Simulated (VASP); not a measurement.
Output of a VASP run:

### OUTCAR
```
 ion  position               nearest neighbor table
   1  0.667  0.333  0.500-   4 2.32   4 2.32   4 2.32   3 2.32
   2  0.333  0.667  0.000-   3 2.32   3 2.32   3 2.32   4 2.32
   3  0.667  0.333  0.875-   2 2.32   2 2.32   2 2.32   1 2.32
   4  0.333  0.667  0.375-   1 2.32   1 2.32   1 2.32   2 2.32
  LATTYP: Found a hexagonal cell.
 ALAT       =     3.7841256546
 C/A-ratio  =     1.6373780954
 Subroutine PRICEL returns:
 Original cell was already a primitive cell.
 Subroutine GETGRP returns: Found 12 space group operations
The static configuration has the point symmetry C_3v.
 The point group associated with its full space group is C_6v.
The dynamic configuration has the point symmetry C_3v.
 Subroutine INISYM returns: Found 12 space group operations
 Subroutine IBZKPT returns following result:
 Found     21 irreducible k-points:

 Following reciprocal coordinates:
            Coordinates               Weight
  0.000000  0.000000  0.000000      1.000000
  0.166667  0.000000  0.000000      6.000000
  0.333333  0.000000  0.000000      6.000000
  0.500000 -0.000000  0.000000      3.000000
  0.166667  0.166667  0.000000      6.000000
  0.333333  0.166667  0.000000     12.000000
  0.333333  0.333333  0.000000      2.000000
  0.000000  0.000000  0.250000      2.000000
  0.166667  0.000000  0.250000     12.000000
  0.333333  0.000000  0.250000     12.000000
  0.500000 -0.000000  0.250000      6.000000
  0.166667  0.166667  0.250000     12.000000
  0.333333  0.166667  0.250000     24.000000
  0.333333  0.333333  0.250000      4.000000
  0.000000  0.000000  0.500000      1.000000
  0.166667  0.000000  0.500000      6.000000
  0.333333  0.000000  0.500000      6.000000
  0.500000 -0.000000  0.500000      3.000000
  0.166667  0.166667  0.500000      6.000000
  0.333333  0.166667  0.500000     12.000000
  0.333333  0.333333  0.500000      2.000000
   k-points           NKPTS =     21   k-points in BZ     NKDIM =     21   number of bands    NBANDS=     22
   number of dos      NEDOS =    301   number of ions     NIONS =      4
   total plane-waves  NPLWV =  37632
   dimension x,y,z NGX =    28 NGY =   28 NGZ =   48
   dimension x,y,z NGXF=    56 NGYF=   56 NGZF=   96
   ions per type =               2   2
   PREC   = accura    normal or accurate (medium, high low for compatibility)
   ISTART =      0    job   : 0-new  1-cont  2-samecut
   ICHARG =      2    charge: 1-file 2-atom 10-const
   ISPIN  =      1    spin polarized calculation?
   LNONCOLLINEAR =      F non collinear calculations
   LSORBIT =      F    spin-orbit coupling
   INIWAV =      1    electr: 0-lowe 1-rand  2-diag
   ENCUT  =  520.0 eV  38.22 Ry    6.18 a.u.   7.04  7.04 11.52*2*pi/ulx,y,z
   NELM   =    100;   NELMIN=  2; NELMDL= -5     # of ELM steps
   EDIFF  = 0.1E-05   stopping-criterion for ELM
   LREAL  =      F    real-space projection
   NLSPLINE    = F    spline interpolate recip. space projectors
   LMAXMIX     =    4 max onsite mixed and CHGCAR
   VOSKOWN=      0    Vosko Wilk Nusair interpolation
   EDIFFG = -.2E-01   stopping-criterion for IOM
   NSW    =     60    number of steps for IOM
   NBLOCK =      1;   KBLOCK =     60    inner block; outer block
   IBRION =      2    ionic relax: 0-MD 1-quasi-New 2-CG
   NFREE  =      1    steps in history (QN), initial steepest desc. (CG)
   ISIF   =      3    stress and relaxation
   ISYM   =      2    0-nonsym 1-usesym 2-fastsym
   TEIN   =    0.0    initial temperature
   TEBEG  =    0.0;   TEEND  =   0.0 temperature during run
   SMASS  =  -3.00    Nose mass-parameter (am)
   PSTRESS=    0.0 pullay stress
   NELECT =      36.0000    total number of electrons
   EFERMI =   0.00;   METHOD = LEGACY
   ISMEAR =     0;   SIGMA  =   0.05  broadening in eV -4-tet -1-fermi 0-gaus
   IALGO  =     38    algorithm
   LDIAG  =      T    sub-space diagonalisation (order eigenvalues)
   IMIX   =      4    mixing-type and parameters
     AMIX     =   0.40;   BMIX     =  1.00
     AMIX_MAG =   1.60;   BMIX_MAG =  1.00
...
```

**OSZICAR**
```
...
   4 F= -.49985355E+02 E0= -.49985355E+02  d E =-.236125E-02
       N       E                     dE             d eps       ncg     rms          rms(c)
DAV:   1    -0.499853814929E+02   -0.26846E-04   -0.42483E-04  1068   0.398E-01    0.407E-02
DAV:   2    -0.499853402831E+02    0.41210E-04   -0.98714E-05  1056   0.253E-01    0.166E-02
DAV:   3    -0.499853413442E+02   -0.10610E-05   -0.40176E-06   938   0.187E-02    0.812E-03
DAV:   4    -0.499853448893E+02   -0.35452E-05   -0.20762E-06   680   0.132E-02    0.426E-03
DAV:   5    -0.499853450617E+02   -0.17234E-06   -0.18055E-06   600   0.151E-02
   5 F= -.49985345E+02 E0= -.49985345E+02  d E =-.235143E-02
       N       E                     dE             d eps       ncg     rms          rms(c)
DAV:   1    -0.499861232234E+02   -0.77833E-03   -0.12657E-02  1074   0.217E+00    0.222E-01
DAV:   2    -0.499852992080E+02    0.82402E-03   -0.29249E-03  1050   0.137E+00    0.899E-02
DAV:   3    -0.499852327103E+02    0.66498E-04   -0.11996E-04   966   0.103E-01    0.436E-02
DAV:   4    -0.499852368117E+02   -0.41013E-05   -0.65553E-05   924   0.737E-02    0.250E-02
DAV:   5    -0.499852108716E+02    0.25940E-04   -0.64958E-05   924   0.867E-02    0.982E-03
DAV:   6    -0.499852482754E+02   -0.37404E-04   -0.37997E-05   924   0.733E-02    0.221E-03
DAV:   7    -0.499852495091E+02   -0.12337E-05   -0.34736E-06   848   0.261E-02    0.257E-03
DAV:   8    -0.499852488689E+02    0.64014E-06   -0.97126E-07   606   0.145E-02
   6 F= -.49985249E+02 E0= -.49985249E+02  d E =-.225524E-02
       N       E                     dE             d eps       ncg     rms          rms(c)
DAV:   1    -0.499859044107E+02   -0.65490E-03   -0.90482E-03  1068   0.183E+00    0.188E-01
DAV:   2    -0.499854556032E+02    0.44881E-03   -0.21126E-03  1050   0.118E+00    0.762E-02
DAV:   3    -0.499853755400E+02    0.80063E-04   -0.86401E-05   948   0.862E-02    0.367E-02
DAV:   4    -0.499853420826E+02    0.33457E-04   -0.46088E-05   924   0.610E-02    0.213E-02
DAV:   5    -0.499853239679E+02    0.18115E-04   -0.42165E-05   924   0.684E-02    0.828E-03
DAV:   6    -0.499853364748E+02   -0.12507E-04   -0.25420E-05   924   0.585E-02    0.192E-03
DAV:   7    -0.499853376001E+02   -0.11253E-05   -0.23394E-06   760   0.214E-02    0.220E-03
DAV:   8    -0.499853376585E+02   -0.58419E-07   -0.57126E-07   498   0.115E-02
   7 F= -.49985338E+02 E0= -.49985338E+02  d E =-.234403E-02
       N       E                     dE             d eps       ncg     rms          rms(c)
DAV:   1    -0.499855731335E+02   -0.23553E-03   -0.15359E-02   930   0.904E-01    0.814E-02
DAV:   2    -0.499854901884E+02    0.82945E-04   -0.40299E-04  1130   0.274E-01    0.488E-02
DAV:   3    -0.499854529903E+02    0.37198E-04   -0.10103E-04  1002   0.131E-01    0.116E-02
DAV:   4    -0.499854375887E+02    0.15402E-04   -0.46012E-05   942   0.656E-02    0.804E-03
DAV:   5    -0.499854506811E+02   -0.13092E-04   -0.60751E-06   930   0.278E-02    0.678E-03
DAV:   6    -0.499854328308E+02    0.17850E-04   -0.32444E-06   788   0.211E-02    0.137E-03
DAV:   7    -0.499854553385E+02   -0.22508E-04   -0.44698E-06   900   0.257E-02    0.126E-03
DAV:   8    -0.499854496581E+02    0.56804E-05   -0.20978E-07   468   0.551E-03    0.787E-04
DAV:   9    -0.499854512745E+02   -0.16164E-05   -0.17389E-08   462   0.123E-03    0.553E-04
DAV:  10    -0.499854502804E+02    0.99410E-06   -0.10538E-08   462   0.124E-03
   8 F= -.49985450E+02 E0= -.49985450E+02  d E =-.112622E-03
```

### OUTCAR
```
------------------------ aborting loop because EDIFF is reached ----------------------------------------
  FORCE on cell =-STRESS in cart. coord.  units (eV):
  Direction    XX          YY          ZZ          XY          YZ          ZX
  --------------------------------------------------------------------------------------
  Total       -0.0451186     -0.0451186     -0.0087719      0.0000000      0.0000000      0.0000000
  in kB       -0.9293242     -0.9293242     -0.1806788      0.0000000      0.0000000      0.0000000
  external PRESSURE =      -0.6797757 kB  Pullay stress =       0.0000000 kB
  volume of cell :       77.79
      direct lattice vectors                 reciprocal lattice vectors
     1.897932788 -3.287315976 -0.000000000     0.263444524 -0.152099769  0.000000000
     1.897932788  3.287315976  0.000000000     0.263444524  0.152099769  0.000000000
     0.000000000  0.000000000  6.233711617     0.000000000 -0.000000000  0.160418072
  FREE ENERGIE OF THE ION-ELECTRON SYSTEM (eV)
  ---------------------------------------------------
  free  energy   TOTEN  =       -49.9854502804 eV

  energy  without entropy=      -49.9854502804  energy(sigma->0) =      -49.98545028

 reached required accuracy - stopping structural energy minimisation
```
(Selected blocks of OUTCAR.)

POSCAR:
```
ZnS
1
    1.8920628452    -3.2771489377     0.0000000000
    1.8920628452     3.2771489377     0.0000000000
    0.0000000000     0.0000000000     6.1960444571
Zn S
2 2
Direct
  0.6666670000   0.3333330000   0.5001341469
  0.3333330000   0.6666670000   0.0001341469
  0.6666670000   0.3333330000   0.8748658531
  0.3333330000   0.6666670000   0.3748658531
```

Q: Reconstruct the remaining input files.

A: One answer among several that fit: the input of the run itself, SCAN meta-GGA, plane waves, VASP's PBE PAW potentials (set 64).

INCAR:
```
SYSTEM = ZnS
PREC = Accurate
ENCUT = 520
EDIFF = 1E-6
NELM = 100
ALGO = Normal
LREAL = .FALSE.
LASPH = .TRUE.
ISMEAR = 0
SIGMA = 0.05
METAGGA = SCAN
LMIXTAU = .TRUE.
LMAXMIX = 4
LWAVE = .FALSE.
LCHARG = .FALSE.
IBRION = 2
ISIF = 3
NSW = 60
EDIFFG = -0.02
```

File KPOINTS:
```
Automatic mesh
0
Gamma
6 6 4
0 0 0
```

POTCAR, in this order: Zn S (PBE.64 set). Program: vasp_std.

The compound is ZnS in the wurtzite structure, the high-temperature form. This run relaxes it. Symmetry was kept, so distortions that lower it aren't found.
